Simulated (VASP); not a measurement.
# SrMg (Pm-3m) in VASP: single point with LDA

Aim: the single point of SrMg with LDA.

Program: VASP 6.6.1. These are calculated values, not measurements. Logs are shortened: lines on timing, memory, paths and dates and some standing lists are left out, and cuts for length are marked.

### 1 The crystal as given

Symmetry: Pm-3m, No. 221, cubic system. The conventional cell has a = 3.900 Å, b = 3.900 Å, c = 3.900 Å, α = 90.00°, β = 90.00°, γ = 90.00°. Sr (site symmetry m-3m) has 8 Mg at 3.38 Å as nearest neighbours. Around Mg (site symmetry m-3m) lie 8 Sr at 3.38 Å.

### 2 Single point, LDA

Contents of INCAR:

```
  PREC = Accurate
  ENCUT = 520
  EDIFF = 1E-6
  ISMEAR = -1
  SIGMA = 0.0816
  LREAL = F
  LASPH = T
  NELM = 100
  ALGO = Fast
  ISIF = 2
  LWAVE = F
  LCHARG = F
  NBANDS = 34
```

Contents of KPOINTS:

```
Automatic mesh
0
Gamma
  5 5 5
```

Contents of POSCAR:

```
SrMg
1.0
   -3.9000000000      3.9000000000      3.9000000000
    3.9000000000     -3.9000000000      3.9000000000
    3.9000000000      3.9000000000     -3.9000000000
Sr Mg
4 4
Direct
    0.5000000000      0.0000000000      0.0000000000
    0.0000000000      0.5000000000      0.0000000000
    0.0000000000      0.0000000000      0.5000000000
    0.5000000000      0.5000000000      0.5000000000
    0.0000000000      0.0000000000      0.0000000000
    0.5000000000      0.5000000000      0.0000000000
    0.5000000000      0.0000000000      0.5000000000
    0.0000000000      0.5000000000      0.5000000000
```

Potentials or basis: VASP PAW LDA potentials, release 64 (Sr_sv, Mg).

Started as:

```
> cat potpaw_LDA.64/Sr_sv/POTCAR potpaw_LDA.64/Mg/POTCAR > POTCAR
> mpirun -np 1 vasp_std > vasp.out
```

OUTCAR:

```text
PREC = Accurate
   ENCUT = 520
   EDIFF = 1E-6
   ISMEAR = -1
   LREAL = F
   LASPH = T
   NELM = 100
   ISIF = 2

 ion  position               nearest neighbor table
   1  0.500  0.000  0.000-   5 3.38   6 3.38   7 3.38   8 3.38   7 3.38   6 3.38   5 3.38   8 3.38
                             4 3.90   4 3.90   2 3.90   3 3.90   2 3.90   3 3.90
   2  0.000  0.500  0.000-   5 3.38   6 3.38   7 3.38   8 3.38   8 3.38   5 3.38   6 3.38   7 3.38
                             4 3.90   3 3.90   1 3.90   4 3.90   1 3.90   3 3.90
   3  0.000  0.000  0.500-   5 3.38   6 3.38   7 3.38   8 3.38   5 3.38   8 3.38   7 3.38   6 3.38
                             4 3.90   2 3.90   1 3.90   1 3.90   4 3.90   2 3.90
   4  0.500  0.500  0.500-   5 3.38   6 3.38   7 3.38   8 3.38   6 3.38   7 3.38   8 3.38   5 3.38
                             3 3.90   1 3.90   1 3.90   2 3.90   3 3.90   2 3.90
   5  0.000  0.000  0.000-   1 3.38   2 3.38   3 3.38   4 3.38   3 3.38   2 3.38   1 3.38   4 3.38

   6  0.500  0.500  0.000-   1 3.38   2 3.38   3 3.38   4 3.38   4 3.38   1 3.38   2 3.38   3 3.38

   7  0.500  0.000  0.500-   1 3.38   2 3.38   3 3.38   4 3.38   1 3.38   4 3.38   3 3.38   2 3.38

   8  0.000  0.500  0.500-   1 3.38   2 3.38   3 3.38   4 3.38   2 3.38   3 3.38   4 3.38   1 3.38

  LATTYP: Found a body centered cubic cell.
 ALAT       =     7.8000000000

  Lattice vectors:

 A1 = (  -3.9000000000,   3.9000000000,   3.9000000000)
 A2 = (   3.9000000000,  -3.9000000000,   3.9000000000)
 A3 = (   3.9000000000,   3.9000000000,  -3.9000000000)

Analysis of symmetry for initial positions (statically):
=====================================================================
 Subroutine PRICEL returns following result:

  LATTYP: Found a simple cubic cell.
 ALAT       =     3.9000000000

  Lattice vectors:

 A1 = (   0.0000000000,   3.9000000000,   0.0000000000)
 A2 = (   3.9000000000,   0.0000000000,   0.0000000000)
 A3 = (   0.0000000000,   0.0000000000,  -3.9000000000)

   4 primitive cells build up your supercell.

 Routine SETGRP: Setting up the symmetry group for a
 body centered cubic supercell.

 Subroutine GETGRP returns: Found 48 space group operations
 (whereof 48 operations were pure point group operations)
 out of a pool of 48 trial point group operations.

The static configuration has the point symmetry O_h .

Analysis of symmetry for dynamics (positions and initial velocities):
=====================================================================
[... 111 lines left out ...]
   ISIF   =      2    stress and relaxation
   ISYM   =      2    0-nonsym 1-usesym 2-fastsym
   POTIM  = 0.5000    time-step for ionic-motion
   TEBEG  =    0.0;   TEEND  =   0.0 temperature during run
   PSTRESS=    0.0 pullay stress
   NELECT =      48.0000    total number of electrons
   NUPDOWN=      -1.0000    fix difference up-down
   EMIN   =  10.00;   EMAX   =-10.00  energy-range for DOS
   EFERMI =   0.00;   METHOD = LEGACY
   ISMEAR =    -1;   SIGMA  =   0.08  broadening in eV -4-tet -1-fermi 0-gaus
   EFERMI_NEDOS =   21; number of points for ismear=-14 and -15
   IALGO  =     68    algorithm
   IMIX   =      4    mixing-type and parameters
     AMIX     =   0.40;   BMIX     =  1.00
     AMIX_MAG =   1.60;   BMIX_MAG =  1.00
  volume/ion in A,a.u.               =      29.66       200.15
  Fermi-wavevector in a.u.,A,eV,Ry     =   0.961031  1.816085 12.566071  0.923580
  Thomas-Fermi vector in A             =   2.090367
   LORBIT       =      0    0 simple, 1 ext, 2 COOP (PROOUT), +10 PAW based schemes
   GGA     = CA    functional components
   LHFCALC =     F    Hartree Fock is set to
   AEXX    =    0.0000 exact exchange contribution
   IVDW    =     0    specifies the selected vdW correction
   LEPSILON=     F    determine dielectric tensor
   LRPA    =     F    only Hartree local field effects (RPA)
 non-spin polarized calculation
 RMM-DIIS sequential band-by-band and
  energy-cutoff  :      520.00
  volume of cell :      237.28
 maximum number of plane-waves:      6459
 NGX is ok and might be reduce to    50
   NGX = 25   NGY = 25   NGZ = 25

 number of electron      47.9999999 magnetization

 Free energy of the ion-electron system (eV)
  ---------------------------------------------------
  ext. energy  EPLUGINS =         0.00000000
  ---------------------------------------------------
  free energy    TOTEN  =       -15.43288948 eV

  energy without entropy =      -15.31911459  energy(sigma->0) =      -15.37600204

 E-fermi :   2.5920     XC(G=0):  -8.8558

 val. band max:        2.5240329080   @ k =   0.2000   0.2000   0.0000
 cond. band min:       2.6203507713   @ k =   0.2000   0.2000   0.2000
 fundamental gap:      0.0963178633
 Fermi energy:         2.5919553718

 k-point     1 :       0.0000    0.0000    0.0000
  band No.  band energies     occupation
      1     -32.7893      2.00000
      2     -32.7541      2.00000
      3     -32.7541      2.00000
      4     -32.7541      2.00000
      5     -15.0964      2.00000
      6     -15.0964      2.00000
[... 359 lines left out ...]
     33       5.0598      0.00000
     34       5.0699      0.00000

------------------------ aborting loop because EDIFF is reached ----------------------------------------

  FORCE on cell =-STRESS in cart. coord.  units (eV):
  Direction    XX          YY          ZZ          XY          YZ          ZX
  --------------------------------------------------------------------------------------
  -------------------------------------------------------------------------------------
  Total        4.9683802      4.9683802      4.9683802      0.0000000      0.0000000     -0.0000000
  in kB       33.5483828     33.5483828     33.5483828      0.0000000      0.0000000     -0.0000000
  external PRESSURE =      33.5483828 kB  Pullay stress =       0.0000000 kB

 VOLUME and BASIS-vectors are now :
 -----------------------------------------------------------------------------
  energy-cutoff  :      520.00
  volume of cell :      237.28
      direct lattice vectors                 reciprocal lattice vectors
    -3.900000000  3.900000000  3.900000000     0.000000000  0.128205128  0.128205128
     3.900000000 -3.900000000  3.900000000     0.128205128  0.000000000  0.128205128
     3.900000000  3.900000000 -3.900000000     0.128205128  0.128205128  0.000000000

 POSITION                                       TOTAL-FORCE (eV/Angst)
 -----------------------------------------------------------------------------------
     -1.95000      1.95000      1.95000         0.000000      0.000000      0.000000
      1.95000     -1.95000      1.95000         0.000000     -0.000000      0.000000
      1.95000      1.95000     -1.95000        -0.000000     -0.000000      0.000000
      1.95000      1.95000      1.95000        -0.000000      0.000000     -0.000000
      0.00000      0.00000      0.00000        -0.000000     -0.000000     -0.000000
      0.00000      0.00000      3.90000        -0.000000     -0.000000     -0.000000
      0.00000      3.90000      0.00000        -0.000000     -0.000000     -0.000000
      3.90000      0.00000      0.00000        -0.000000     -0.000000     -0.000000
 -----------------------------------------------------------------------------------
    total drift:                                0.000000     -0.000000      0.000000

  FREE ENERGIE OF THE ION-ELECTRON SYSTEM (eV)
  ---------------------------------------------------
  free  energy   TOTEN  =       -15.4328894846 eV

  energy  without entropy=      -15.3191145871  energy(sigma->0) =      -15.37600204
```

Wall time 2.6 min (1 thread of Intel Xeon Platinum 8259CL at 2.50GHz (Skylake/Cascade Lake), shared host); peak memory 0.29 GiB.

What came out:

| Property | Result |
| --- | --- |
| Free energy | -15.4329 eV |
| Pressure | 3.4 GPa |
| Band gap on the k mesh | none (metal or under the smearing width) |
